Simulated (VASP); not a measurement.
# Mg3CdSe2O2 (P3m1) in VASP: further runs

One crystal, Mg3CdSe2O2, is run at these levels: PBE; tasks: relaxation of cell and atoms.

Program: VASP 6.6.1. These are calculated values, not measurements. Logs are shortened: lines on timing, memory, paths and dates and some standing lists are left out, and cuts for length are marked.

### Step 1. The structure

The structure is trigonal, space group P3m1 (No. 156). The conventional cell has a = 3.674 Å, b = 3.674 Å, c = 12.309 Å, α = 90.00°, β = 90.00°, γ = 120.00°. Around Mg (site symmetry 3m) lie 3 O at 2.21 Å. Around Mg (site symmetry 3m) lie 1 O at 1.94 Å. Mg (site symmetry 3m) is surrounded by 3 O at 2.21 Å. Cd (site symmetry 3m) is surrounded by 1 O at 2.17 Å. Around Se (site symmetry 3m) lie 3 Cd at 2.64 Å and 3 Mg at 2.91 Å. Around Se (site symmetry 3m) lie 3 Mg at 2.51 Å. O (site symmetry 3m) is surrounded by 1 Cd at 2.17 Å and 3 Mg at 2.21 Å. Around O (site symmetry 3m) lie 4 Mg at 1.94 to 2.21 Å.

The cell was built by a generator and needn't be a form met in nature.

### Step 2. Relaxation of cell and atoms, PBE

Input file INCAR:

```
SYSTEM = Mg3CdSe2O2
ALGO = Normal
EDIFF = 1E-6
EDIFFG = -0.01
ENCUT = 520
GGA = PE
IBRION = 2
ISIF = 3
ISMEAR = 0
KPAR = 4
LASPH = .True.
LCHARG = .False.
LREAL = .False.
LWAVE = .False.
NELM = 120
NSW = 90
PREC = Accurate
SIGMA = 0.1
```

Input file KPOINTS:

```
k-points
0
Gamma
  10 10 4
  0 0 0
```

Input file POSCAR:

```
Mg3CdSe2O2
1.0
    3.6736634200      0.0000000000      0.0000000000
   -1.8368317100      3.1814858400      0.0000000000
    0.0000000000      0.0000000000     12.3090000000
Mg Cd Se O
3 1 2 2
Direct
    0.3333333300      0.6666666700      0.9177024900
    0.0000000000      0.0000000000      0.6426192200
    0.6666666700      0.3333333300      0.4342351100
    0.0000000000      0.0000000000      0.1437972200
    0.3333333300      0.6666666700      0.2720773400
    0.6666666700      0.3333333300      0.7517263800
    0.0000000000      0.0000000000      0.9677471800
    0.0000000000      0.0000000000      0.4851734500
```

Potentials or basis: VASP PAW PBE potentials, release 64 (Mg, Cd, Se, O).

The run is started by

```sh
$ cat potpaw_PBE.64/Mg/POTCAR potpaw_PBE.64/Cd/POTCAR potpaw_PBE.64/Se/POTCAR potpaw_PBE.64/O/POTCAR > POTCAR
$ mpirun -np 4 vasp_std > vasp.out
```

OUTCAR:

```text
SYSTEM = Mg3CdSe2O2
   EDIFF = 1E-6
   EDIFFG = -0.01
   ENCUT = 520
   GGA = PE
   IBRION = 2
   ISIF = 3
   ISMEAR = 0
   LASPH = .True.
   LREAL = .False.
   NELM = 120
   NSW = 90
   PREC = Accurate

 ion  position               nearest neighbor table
   1  0.333  0.667  0.918-   7 2.21   7 2.21   7 2.21   6 2.94   6 2.94   6 2.94   4 3.50   4 3.50
                             4 3.50
   2  0.000  0.000  0.643-   8 1.94   6 2.51   6 2.51   6 2.51   3 3.33   3 3.33   3 3.33
   3  0.667  0.333  0.434-   8 2.21   8 2.21   8 2.21   5 2.91   5 2.91   5 2.91   2 3.33   2 3.33
                             2 3.33
   4  0.000  0.000  0.144-   7 2.17   5 2.64   5 2.64   5 2.64   1 3.50   1 3.50   1 3.50
   5  0.333  0.667  0.272-   4 2.64   4 2.64   4 2.64   3 2.91   3 2.91   3 2.91
   6  0.667  0.333  0.752-   2 2.51   2 2.51   2 2.51   1 2.94   1 2.94   1 2.94
   7  0.000  0.000  0.968-   4 2.17   1 2.21   1 2.21   1 2.21
   8  0.000  0.000  0.485-   2 1.94   3 2.21   3 2.21   3 2.21

  LATTYP: Found a hexagonal cell.
 ALAT       =     3.6736634200
 C/A-ratio  =     3.3506063547

  Lattice vectors:

 A1 = (   3.6736634200,   0.0000000000,   0.0000000000)
 A2 = (  -1.8368317100,   3.1814858400,   0.0000000000)
 A3 = (   0.0000000000,   0.0000000000,  12.3090000000)

Analysis of symmetry for initial positions (statically):
=====================================================================
 Subroutine PRICEL returns:
 Original cell was already a primitive cell.

 Routine SETGRP: Setting up the symmetry group for a
 hexagonal supercell.

 Subroutine GETGRP returns: Found  6 space group operations
 (whereof  6 operations were pure point group operations)
 out of a pool of 24 trial point group operations.

The static configuration has the point symmetry C_3v.

Analysis of symmetry for dynamics (positions and initial velocities):
=====================================================================
 Subroutine PRICEL returns:
 Original cell was already a primitive cell.

 Routine SETGRP: Setting up the symmetry group for a
 hexagonal supercell.

 Subroutine GETGRP returns: Found  6 space group operations
 (whereof  6 operations were pure point group operations)
 out of a pool of 24 trial point group operations.

The dynamic configuration has the point symmetry C_3v.

 Subroutine INISYM returns: Found  6 space group operations
 (whereof  6 operations are pure point group operations),
 and found     1 'primitive' translations

----------------------------------------------------------------------------------------

                                     Primitive cell

  volume of cell :     143.8640

  direct lattice vectors                    reciprocal lattice vectors
     3.673663420  0.000000000  0.000000000     0.272207844  0.157159272  0.000000000
    -1.836831710  3.181485840  0.000000000     0.000000000  0.314318545  0.000000000
     0.000000000  0.000000000 12.309000000     0.000000000  0.000000000  0.081241368

  length of vectors
     3.673663420  3.673663414 12.309000000     0.314318544  0.314318545  0.081241368

  position of ions in fractional coordinates (direct lattice)
     0.333333330  0.666666670  0.917702490
     0.000000000  0.000000000  0.642619220
     0.666666670  0.333333330  0.434235110
     0.000000000  0.000000000  0.143797220
     0.333333330  0.666666670  0.272077340
     0.666666670  0.333333330  0.751726380
     0.000000000  0.000000000  0.967747180
     0.000000000  0.000000000  0.485173450

  ion indices of the primitive-cell ions
   primitive index   ion index
                 1           1
                 2           2
                 3           3
                 4           4
                 5           5
                 6           6
                 7           7
                 8           8

----------------------------------------------------------------------------------------

 KPOINTS: k-points

Automatic generation of k-mesh.
 Grid dimensions read from file:
 generate k-points for:   10   10    4

 Generating k-lattice:

  Cartesian coordinates                     Fractional coordinates (reciprocal lattice)
     0.027220784  0.015715927  0.000000000     0.100000000  0.000000000  0.000000000
     0.000000000  0.031431854  0.000000000     0.000000000  0.100000000  0.000000000
     0.000000000  0.000000000  0.020310342     0.000000000  0.000000000  0.250000000

  Length of vectors
     0.031431854  0.031431854  0.020310342

  Shift w.r.t. Gamma in fractional coordinates (k-lattice)
     0.000000000  0.000000000  0.000000000

 Subroutine IBZKPT returns following result:
 ===========================================

 Found     50 irreducible k-points:

 Following reciprocal coordinates:
            Coordinates               Weight
  0.000000  0.000000  0.000000      1.000000
  0.100000 -0.000000  0.000000      6.000000
  0.200000 -0.000000  0.000000      6.000000
  0.300000 -0.000000  0.000000      6.000000
  0.400000  0.000000  0.000000      6.000000
  0.500000 -0.000000  0.000000      3.000000
[... 16 lines left out ...]
  0.000000  0.400000  0.250000      6.000000
  0.500000 -0.000000  0.250000      6.000000
 [... further k-points ...]
   k-points           NKPTS =     50   k-points in BZ     NKDIM =     50   number of bands    NBANDS=     26
   number of dos      NEDOS =    301   number of ions     NIONS =      8
   total plane-waves  NPLWV =  75264
   dimension x,y,z NGX =    28 NGY =   28 NGZ =   96
   dimension x,y,z NGXF=    56 NGYF=   56 NGZF=  192
   ions per type =               3   1   2   2
   NGX,Y,Z   is equivalent  to a cutoff of  12.67, 12.67, 12.97 a.u.
   NGXF,Y,Z  is equivalent  to a cutoff of  25.34, 25.34, 25.93 a.u.
 SYSTEM =  Mg3CdSe2O2
   PREC   = accura    normal or accurate (medium, high low for compatibility)
   ISTART =      0    job   : 0-new  1-cont  2-samecut
   ICHARG =      2    charge: 1-file 2-atom 10-const
   ISPIN  =      1    spin polarized calculation?
   LNONCOLLINEAR =      F non collinear calculations
   LSORBIT =      F    spin-orbit coupling
   LASPH  =      T    aspherical Exc in radial PAW
   ENCUT  =  520.0 eV  38.22 Ry    6.18 a.u.   6.83  6.83 22.89*2*pi/ulx,y,z
   NELM   =    120;   NELMIN=  2; NELMDL= -5     # of ELM steps
   EDIFF  = 0.1E-05   stopping-criterion for ELM
   LREAL  =      F    real-space projection
   EDIFFG = -.1E-01   stopping-criterion for IOM
   NSW    =     90    number of steps for IOM
   IBRION =      2    ionic relax: 0-MD 1-quasi-New 2-CG
   NFREE  =      1    steps in history (QN), initial steepest desc. (CG)
   ISIF   =      3    stress and relaxation
   ISYM   =      2    0-nonsym 1-usesym 2-fastsym
   POTIM  = 0.5000    time-step for ionic-motion
   TEBEG  =    0.0;   TEEND  =   0.0 temperature during run
   PSTRESS=    0.0 pullay stress
   NELECT =      42.0000    total number of electrons
   NUPDOWN=      -1.0000    fix difference up-down
   EMIN   =  10.00;   EMAX   =-10.00  energy-range for DOS
   EFERMI =   0.00;   METHOD = LEGACY
   ISMEAR =     0;   SIGMA  =   0.10  broadening in eV -4-tet -1-fermi 0-gaus
   EFERMI_NEDOS =   21; number of points for ismear=-14 and -15
   IALGO  =     38    algorithm
   IMIX   =      4    mixing-type and parameters
     AMIX     =   0.40;   BMIX     =  1.00
     AMIX_MAG =   1.60;   BMIX_MAG =  1.00
  volume/ion in A,a.u.               =      17.98       121.36
  Fermi-wavevector in a.u.,A,eV,Ry     =   1.086027  2.052293 16.047449  1.179454
  Thomas-Fermi vector in A             =   2.222154
   LORBIT       =      0    0 simple, 1 ext, 2 COOP (PROOUT), +10 PAW based schemes
   GGA     = PE    functional components
   LHFCALC =     F    Hartree Fock is set to
   AEXX    =    0.0000 exact exchange contribution
   IVDW    =     0    specifies the selected vdW correction
   LEPSILON=     F    determine dielectric tensor
   LRPA    =     F    only Hartree local field effects (RPA)
 conjugate gradient relaxation of ions
 non-spin polarized calculation
 Gauss-broadening in eV      SIGMA  =   0.10
  energy-cutoff  :      520.00
  volume of cell :      143.86
 maximum number of plane-waves:      3896
   NGX = 13   NGY = 13   NGZ = 45

--------------------------------------- Ionic step        1  -------------------------------------------

 number of electron      41.9999989 magnetization

 Free energy of the ion-electron system (eV)
  ---------------------------------------------------
  ext. energy  EPLUGINS =         0.00000000
  ---------------------------------------------------
  free energy    TOTEN  =       -33.75179101 eV

  energy without entropy =      -33.75064827  energy(sigma->0) =      -33.75121964

------------------------ aborting loop because EDIFF is reached ----------------------------------------

  FORCE on cell =-STRESS in cart. coord.  units (eV):
  Direction    XX          YY          ZZ          XY          YZ          ZX
  --------------------------------------------------------------------------------------
  -------------------------------------------------------------------------------------
  Total       -0.4281012     -0.4281012     -0.2358344     -0.0000000     -0.0000000      0.0000000
  in kB       -4.7676558     -4.7676558     -2.6264286     -0.0000000     -0.0000000      0.0000000
  external PRESSURE =      -4.0539134 kB  Pullay stress =       0.0000000 kB
[... 107 lines left out ...]
  FREE ENERGIE OF THE ION-ELECTRON SYSTEM (eV)
  ---------------------------------------------------
  free  energy   TOTEN  =       -33.7556929906 eV

  energy  without entropy=      -33.7547887307  energy(sigma->0) =      -33.75524086

[... ionic steps 4 to 9 ...]

--------------------------------------- Ionic step       10  -------------------------------------------

 number of electron      41.9999986 magnetization

------------------------ aborting loop because EDIFF is reached ----------------------------------------
[... 79 lines left out ...]
--------------------------------------- Ionic step       12  -------------------------------------------

 number of electron      41.9999985 magnetization

 Free energy of the ion-electron system (eV)
  ---------------------------------------------------
  ext. energy  EPLUGINS =         0.00000000
  ---------------------------------------------------
  free energy    TOTEN  =       -33.75945441 eV

  energy without entropy =      -33.75858898  energy(sigma->0) =      -33.75902170

 E-fermi :   3.3388     XC(G=0):  -9.5071

 val. band max:        3.2656896849   @ k =   0.0000   0.0000   0.0000
 cond. band min:       3.4200717851   @ k =   0.0000   0.0000   0.2500
 fundamental gap:      0.1543821002
 Fermi energy:         3.3388247567

 k-point     1 :       0.0000    0.0000    0.0000
  band No.  band energies     occupation
      1     -14.6488      2.00000
      2     -14.4643      2.00000
      3     -10.2372      2.00000
      4     -10.1304      2.00000
      5      -5.4793      2.00000
      6      -5.4722      2.00000
[... 685 lines left out ...]
     25       6.7593      0.00000
     26       7.3354      0.00000

 [... further k-points ...]

------------------------ aborting loop because EDIFF is reached ----------------------------------------

  FORCE on cell =-STRESS in cart. coord.  units (eV):
  Direction    XX          YY          ZZ          XY          YZ          ZX
  --------------------------------------------------------------------------------------
  -------------------------------------------------------------------------------------
  Total       -0.0077398     -0.0077398      0.0144638      0.0000000      0.0000000     -0.0000000
  in kB       -0.0868544     -0.0868544      0.1623105      0.0000000      0.0000000     -0.0000000
  external PRESSURE =      -0.0037994 kB  Pullay stress =       0.0000000 kB
[... 23 lines left out ...]
  FREE ENERGIE OF THE ION-ELECTRON SYSTEM (eV)
  ---------------------------------------------------
  free  energy   TOTEN  =       -33.7594544137 eV

  energy  without entropy=      -33.7585889814  energy(sigma->0) =      -33.75902170

 reached required accuracy - stopping structural energy minimisation
```

Wall time 2.6 min (4 MPI ranks of Intel Xeon 6975P-C (Granite Rapids), shared host); peak memory 0.42 GiB.

Results:

```yaml
Free_energy: -33.7595 eV
Relaxed_volume: 17.85 Å³/atom
Relaxed_cell: a = 3.661 Å, b = 3.661 Å, c = 12.299 Å, α = 90.00°, β = 90.00°, γ = 120.00°
Space_group_after_relaxing_to_0.05_Å: P3m1 (No. 156)
Energy_gained_by_relaxing: 1.0 meV/atom
Ionic_steps: 12
Pressure_after_relaxing: 0.0 GPa
Largest_force_after_relaxing: 0.003 eV/Å
Band_gap_on_the_k_mesh: none (metal or under the smearing width)
```

Forces in eV/Å, atoms in the order of the input:
```
Mg   0.000  0.000  0.000
Mg   0.000  0.000 -0.001
Mg   0.000  0.000  0.001
Cd   0.000  0.000 -0.001
Se   0.000  0.000  0.003
Se   0.000  0.000  0.000
O    0.000  0.000 -0.003
O    0.000  0.000  0.001
```

Step by step:
| step | energy change (eV) | largest force (eV/Å) | pressure (GPa) | volume (Å³) |
| --- | --- | --- | --- | --- |
| 1 | 0.0000 | 0.1801 | -0.41 | 143.86 |
| 2 | -0.0039 | 0.0990 | 0.09 | 142.92 |
| 3 | -0.0039 | 0.0997 | 0.10 | 142.85 |
| 4 | -0.0057 | 0.0833 | 0.07 | 142.82 |
| 5 | -0.0068 | 0.0605 | -0.01 | 142.77 |
| 6 | -0.0074 | 0.0323 | 0.01 | 142.71 |
| 7 | -0.0074 | 0.0316 | 0.01 | 142.72 |
| 8 | -0.0076 | 0.0150 | 0.00 | 142.74 |
| 9 | -0.0076 | 0.0153 | 0.00 | 142.75 |
| 10 | -0.0076 | 0.0112 | 0.00 | 142.76 |
| 11 | -0.0076 | 0.0174 | 0.00 | 142.76 |
| 12 | -0.0077 | 0.0033 | 0.00 | 142.77 |

Final structure:
```yaml
crystal:
  lattice:
    - [3.66123, 0.00000, 0.00000]
    - [-1.83062, 3.17072, 0.00000]
    - [0.00000, 0.00000, 12.29874]
  atoms:
    - { symbol: Mg, position: [0.33333, 0.66667, 0.91631] }
    - { symbol: Mg, position: [0.00000, 0.00000, 0.64381] }
    - { symbol: Mg, position: [0.66667, 0.33333, 0.43240] }
    - { symbol: Cd, position: [0.00000, 0.00000, 0.14288] }
    - { symbol: Se, position: [0.33333, 0.66667, 0.27181] }
    - { symbol: Se, position: [0.66667, 0.33333, 0.75431] }
    - { symbol: O, position: [0.00000, 0.00000, 0.96675] }
    - { symbol: O, position: [0.00000, 0.00000, 0.48680] }
```

### Step 3. Relaxation of cell and atoms, PBE

This run uses another cell than the first one, of 17.85 Å³/atom, 0.992 times its volume.

Edit INCAR of step 2 so:

```diff
@@ -2,4 +2,4 @@
 ALGO = Normal
-EDIFF = 1E-6
-EDIFFG = -0.01
+EDIFF = 1E-7
+EDIFFG = -0.005
 ENCUT = 520
@@ -15,3 +15,4 @@
 NELM = 120
-NSW = 90
+NSW = 60
+POTIM = 0.3
 PREC = Accurate
```

KPOINTS is that of step 2.

Input file POSCAR:

```
Mg3CdSe2O2                              
1.0
    3.6612347028      0.0000000000      0.0000000000
   -1.8306173514      3.1707222553      0.0000000000
    0.0000000000      0.0000000000     12.2987415401
  Mg              Cd              Se              O             
     3     1     2     2
Direct
     0.3333333300000021    0.6666666699999979    0.9163099551805911
     0.0000000000000000    0.0000000000000000    0.6438140359790903
     0.6666666699999979    0.3333333300000021    0.4324018095881041
     0.0000000000000000    0.0000000000000000    0.1428814885231336
     0.3333333300000021    0.6666666699999979    0.2718063253142706
     0.6666666699999979    0.3333333300000021    0.7543108731575708
     0.0000000000000000    0.0000000000000000    0.9667514578327554
     0.0000000000000000    0.0000000000000000    0.4868024444244990
```

Potentials or basis: VASP PAW PBE potentials, release 64 (Mg, Cd, Se, O).

The run is started by

```sh
$ cat potpaw_PBE.64/Mg/POTCAR potpaw_PBE.64/Cd/POTCAR potpaw_PBE.64/Se/POTCAR potpaw_PBE.64/O/POTCAR > POTCAR
$ mpirun -np 4 vasp_std > vasp.out
```

Run time: 42 s. Hardware: 4 MPI ranks of Intel Xeon 6975P-C (Granite Rapids), shared host; peak memory 0.4 GiB.

Results (log left out):

| Quantity | Value |
| --- | --- |
| Free energy | -33.7591 eV |
| Pressure after relaxing | 0.0 GPa |
| Largest force after relaxing | 0.003 eV/Å |
| Band gap on the k mesh | none (metal or under the smearing width) |

Forces in eV/Å, atoms in the order of the input:
```
Mg   0.000  0.000  0.000
Mg   0.000  0.000 -0.001
Mg   0.000  0.000  0.001
Cd   0.000  0.000 -0.001
Se   0.000  0.000  0.002
Se   0.000  0.000  0.000
O    0.000  0.000 -0.003
O    0.000  0.000  0.001
```

Final structure:
```yaml
crystal:
  lattice:
    - [3.66123, 0.00000, 0.00000]
    - [-1.83062, 3.17072, 0.00000]
    - [0.00000, 0.00000, 12.29874]
  atoms:
    - { symbol: Mg, position: [0.33333, 0.66667, 0.91631] }
    - { symbol: Mg, position: [0.00000, 0.00000, 0.64381] }
    - { symbol: Mg, position: [0.66667, 0.33333, 0.43240] }
    - { symbol: Cd, position: [0.00000, 0.00000, 0.14288] }
    - { symbol: Se, position: [0.33333, 0.66667, 0.27181] }
    - { symbol: Se, position: [0.66667, 0.33333, 0.75431] }
    - { symbol: O, position: [0.00000, 0.00000, 0.96675] }
    - { symbol: O, position: [0.00000, 0.00000, 0.48680] }
```

Levels at points of the mesh, in eV from the Fermi level:
| k point | band 19 | band 20 | band 21 | band 22 | band 23 | band 24 |
| --- | --- | --- | --- | --- | --- | --- |
| (0.00, 0.00, 0.00) | -0.61 | -0.25 | -0.07 | -0.07 | 2.17 | 3.08 |
| (0.50, 0.00, 0.00) | -2.06 | -1.66 | -1.15 | 1.19 | 2.62 | 2.83 |
| (0.00, 0.00, 0.50) | -0.61 | -0.07 | -0.07 | 0.58 | 1.08 | 3.80 |
| (0.50, 0.00, 0.50) | -2.47 | -1.64 | -1.16 | 1.42 | 2.34 | 2.85 |

Caveat: the relaxation stopped at its first step, so nothing moved.
